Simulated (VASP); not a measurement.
A run of VASP 6.6.1:

INCAR

```
PREC     = Accurate       # precision mode
ENCUT    = 520            # plane-wave cutoff, eV
EDIFF    = 1E-6           # SCF threshold, eV
ISMEAR   = 1              # smearing method
SIGMA    = 0.1            # smearing width, eV
LREAL    = F              # projectors in reciprocal space
LASPH    = T              # aspherical terms in the spheres
NELM     = 80             # most SCF steps
ALGO     = Normal         # electronic algorithm
ISIF     = 2              # what is computed and relaxed
LWAVE    = F              # write WAVECAR
LCHARG   = F              # write CHGCAR
LMAXMIX  = 4              # l up to which the mixer works
METAGGA  = R2SCAN         # meta-GGA
LMIXTAU  = T            
NBANDS   = 13             # bands
KPAR     = 4
```

KPOINTS

```
Automatic mesh
0
Gamma
  16 16 16
```

The input POSCAR:

```
W                                       
1.0
   -1.5776066425      1.5776066425      1.5776066425
    1.5776066425     -1.5776066425      1.5776066425
    1.5776066425      1.5776066425     -1.5776066425
  W             
     1
Direct
     0.0000000000000000    0.0000000000000000    0.0000000000000000
```

Contents of KPOINTS_OPT:

```
explicit points
188
Reciprocal
 0.0000000000  0.0000000000  0.0000000000 1
 0.0263157895 -0.0263157895  0.0263157895 1
 0.0526315789 -0.0526315789  0.0526315789 1
 0.0789473684 -0.0789473684  0.0789473684 1
 0.1052631579 -0.1052631579  0.1052631579 1
 0.1315789474 -0.1315789474  0.1315789474 1
[... 180 lines left out ...]
-0.0124653500  0.0124653500  0.5000000000 1
 0.0124653500 -0.0124653500  0.5000000000 1
```

Potentials or basis: VASP PAW PBE potentials, release 64 (W_sv).

Launch:

```console
$ cat potpaw_PBE.64/W_sv/POTCAR > POTCAR
$ mpirun -np 4 vasp_std > vasp.out
```

Hardware: 4 MPI ranks on Intel(R) Xeon(R) Platinum 8488C (Sapphire Rapids), on a shared host.

**Question.** How long does it take, and how much memory?

**Answer.** It took 32 s on 4 MPI ranks on Intel(R) Xeon(R) Platinum 8488C (Sapphire Rapids) (shared host), peak memory 0.17 GiB a rank. Counts: scf iterations 35, k points 145.
